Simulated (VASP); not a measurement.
Output of a VASP run:

**OSZICAR**
```
...
DAV:  16    -0.196568807884E+02   -0.46458E-05   -0.43588E-05   840   0.859E-03    0.200E-04
DAV:  17    -0.196568831199E+02   -0.23315E-05   -0.23006E-05   752   0.844E-03    0.102E-04
DAV:  18    -0.196568843286E+02   -0.12087E-05   -0.12112E-05   752   0.620E-03    0.557E-05
DAV:  19    -0.196568850373E+02   -0.70875E-06   -0.64855E-06   640   0.663E-03
   1 F= -.19656885E+02 E0= -.19560037E+02  d E =-.196569E+02
       N       E                     dE             d eps       ncg     rms          rms(c)
DAV:   1    -0.196948955378E+02   -0.38011E-01   -0.11998E+00  1312   0.111E+01    0.898E-01
DAV:   2    -0.196664401354E+02    0.28455E-01   -0.10125E-01  1326   0.357E+00    0.417E-01
DAV:   3    -0.196590482635E+02    0.73919E-02   -0.49230E-02  1384   0.174E+00    0.995E-02
DAV:   4    -0.196590658841E+02   -0.17621E-04   -0.42661E-03  1446   0.674E-01    0.354E-02
DAV:   5    -0.196591636154E+02   -0.97731E-04   -0.65516E-04  1520   0.178E-01    0.416E-02
DAV:   6    -0.196591886734E+02   -0.25058E-04   -0.12409E-04  1278   0.838E-02    0.333E-02
DAV:   7    -0.196592093188E+02   -0.20645E-04   -0.18158E-04  1384   0.106E-01    0.737E-03
DAV:   8    -0.196592051637E+02    0.41551E-05   -0.69263E-06  1032   0.308E-02    0.408E-03
DAV:   9    -0.196592065310E+02   -0.13673E-05   -0.13707E-06   634   0.118E-02    0.179E-03
DAV:  10    -0.196592068471E+02   -0.31608E-06   -0.90137E-07   548   0.129E-02
   2 F= -.19659207E+02 E0= -.19563812E+02  d E =-.232181E-02
       N       E                     dE             d eps       ncg     rms          rms(c)
DAV:   1    -0.196603210942E+02   -0.11146E-02   -0.35172E-02  1306   0.189E+00    0.155E-01
DAV:   2    -0.196594616676E+02    0.85943E-03   -0.30726E-03  1328   0.625E-01    0.703E-02
DAV:   3    -0.196592528414E+02    0.20883E-03   -0.13963E-03  1368   0.297E-01    0.163E-02
DAV:   4    -0.196592592553E+02   -0.64139E-05   -0.11736E-04  1460   0.109E-01    0.626E-03
DAV:   5    -0.196592642700E+02   -0.50147E-05   -0.18549E-05  1368   0.295E-02    0.700E-03
DAV:   6    -0.196592658693E+02   -0.15993E-05   -0.32204E-06   792   0.208E-02    0.483E-03
DAV:   7    -0.196592676939E+02   -0.18246E-05   -0.36528E-06   840   0.191E-02    0.828E-04
DAV:   8    -0.196592679698E+02   -0.27590E-06   -0.98387E-07   530   0.184E-02
   3 F= -.19659268E+02 E0= -.19564117E+02  d E =-.238293E-02
       N       E                     dE             d eps       ncg     rms          rms(c)
DAV:   1    -0.196592891309E+02   -0.21437E-04   -0.67812E-04  1308   0.260E-01    0.215E-02
DAV:   2    -0.196592710272E+02    0.18104E-04   -0.57400E-05  1332   0.872E-02    0.957E-03
DAV:   3    -0.196592673356E+02    0.36916E-05   -0.26955E-05  1376   0.406E-02    0.236E-03
DAV:   4    -0.196592681757E+02   -0.84012E-06   -0.19680E-06   754   0.150E-02
   4 F= -.19659268E+02 E0= -.19564148E+02  d E =-.238314E-02
       N       E                     dE             d eps       ncg     rms          rms(c)
DAV:   1    -0.196596584548E+02   -0.39112E-03   -0.27185E-02  1304   0.283E+00    0.845E-02
DAV:   2    -0.196594221203E+02    0.23633E-03   -0.90648E-04  1452   0.341E-01    0.446E-02
DAV:   3    -0.196593357163E+02    0.86404E-04   -0.47107E-04  1472   0.222E-01    0.114E-02
DAV:   4    -0.196593346200E+02    0.10964E-05   -0.30401E-05  1312   0.549E-02    0.683E-03
DAV:   5    -0.196593344342E+02    0.18573E-06   -0.19668E-06   744   0.147E-02
   5 F= -.19659334E+02 E0= -.19564202E+02  d E =-.662585E-04
```

**OUTCAR**
```
------------------------ aborting loop because EDIFF is reached ----------------------------------------
  FORCE on cell =-STRESS in cart. coord.  units (eV):
  Direction    XX          YY          ZZ          XY          YZ          ZX
  --------------------------------------------------------------------------------------
  Total       -0.0046558     -0.0046558      0.0172389      0.0000000      0.0000000      0.0000000
  in kB       -0.0504865     -0.0504865      0.1869345      0.0000000      0.0000000      0.0000000
  external PRESSURE =       0.0286539 kB  Pullay stress =       0.0000000 kB
  volume of cell :      147.75
      direct lattice vectors                 reciprocal lattice vectors
     1.873718881 -3.245376524  0.000000000     0.266848995 -0.154065328 -0.000000000
     1.873718881  3.245376524  0.000000000     0.266848995  0.154065328 -0.000000000
     0.000000000  0.000000000 12.148714065    -0.000000000 -0.000000000  0.082313239
 POSITION                                       TOTAL-FORCE (eV/Angst)
 -----------------------------------------------------------------------------------
      0.00000      0.00000      6.07436        -0.000000     -0.000000     -0.000000
      0.00000      0.00000     12.14871         0.000000     -0.000000     -0.000000
      1.87372      1.08179      3.03718         0.000000      0.000000      0.000000
      1.87372     -1.08179      9.11154        -0.000000     -0.000000     -0.000000
 -----------------------------------------------------------------------------------
    total drift:                               -0.000000     -0.000000      0.000000
  FREE ENERGIE OF THE ION-ELECTRON SYSTEM (eV)
  ---------------------------------------------------
  free  energy   TOTEN  =       -19.6593344342 eV

  energy  without entropy=      -19.4690693948  energy(sigma->0) =      -19.56420191

 reached required accuracy - stopping structural energy minimisation
```
(Selected blocks of OUTCAR.)

POSCAR:
```
La
1
    1.8850000000    -3.2649160000     0.0000000000
    1.8850000000     3.2649160000     0.0000000000
    0.0000000000     0.0000000000    12.1600000000
La
4
Direct
  0.0000000000   0.0000000000   0.5000000000
  0.0000000000   0.0000000000   0.0000000000
  0.3333330000   0.6666670000   0.2500000000
  0.6666670000   0.3333330000   0.7500000000
```

Task: Reconstruct the remaining input files.

Result: Several could match; the one computed here: the input of the run itself, PBE GGA, plane waves, VASP's PBE PAW potentials (set 64).

**INCAR**
```
# general
SYSTEM   =  La
PREC     =  Accurate
ENCUT    =  300
LREAL    =  F   # projection in real space or not
LASPH    =  T

# electronic loop
EDIFF    =  1E-6   # SCF stop (eV)
NELM     =  100   # most electronic steps
ALGO     =  Normal   # blocked Davidson
LMAXMIX  =  6   # l cut-off of mixed one-centre charges

# smearing
ISMEAR   =  -1   # Fermi-Dirac
SIGMA    =  0.1   # width (eV)

# functional
GGA      =  PE   # PBE

# ions
IBRION   =  2   # conjugate gradients
NSW      =  50
ISIF     =  3
EDIFFG   =  -0.01

# output
LWAVE    =  F
LCHARG   =  F
```

### KPOINTS
```
Automatic mesh
0
Gamma
7 7 2
0 0 0
```

POTCAR, in this order: La (PBE.64 set). Program: vasp_std.

At this cut-off the stress carries a Pulay error, which pulls relaxed volumes low.

The structure is a typed La crystal (P6_3/mmc). This run relaxes it. Symmetry was kept, so distortions that lower it aren't found. The run is one of a series of settings (EDIFFG = -0.01, IBRION = 2, ISIF = 3, NSW = 50 against the base run), some of them coarse on purpose.
